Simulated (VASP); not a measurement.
Data:

```
CELL_PARAMETERS angstrom
      0.00000     2.75469     2.75469
      2.75469     0.00000     2.75469
      2.75469     2.75469     0.00000
ATOMIC_POSITIONS crystal
  Cd 0.00000 0.00000 0.00000
  S  0.25000 0.25000 0.25000
```

These are PBE GGA, VASP's PBE PAW potentials (set 64) (plane waves; VASP) values and carry that method's errors. Settings: 480 eV cut-off, 8×8×8 Γ-centred mesh, Gaussian smearing of 0.050 eV, potentials Cd S.

### Question
What does the run give for the energy per atom (σ→0), pressure, band gap (on the k-mesh) with the smallest direct gap where there is one?

### Answer

```yaml
band gap (on the k-mesh): 1.50 eV
smallest direct gap (on the k-mesh): 1.50 eV
energy per atom (σ→0): -2.805 eV/atom
pressure: 20.02 GPa
```

Only differences to runs with the same potentials and settings are physical.

The compound is CdS in the zinc blende structure, a metastable form; wurtzite is the usual one. It was relaxed first under an external pressure of 20 GPa.
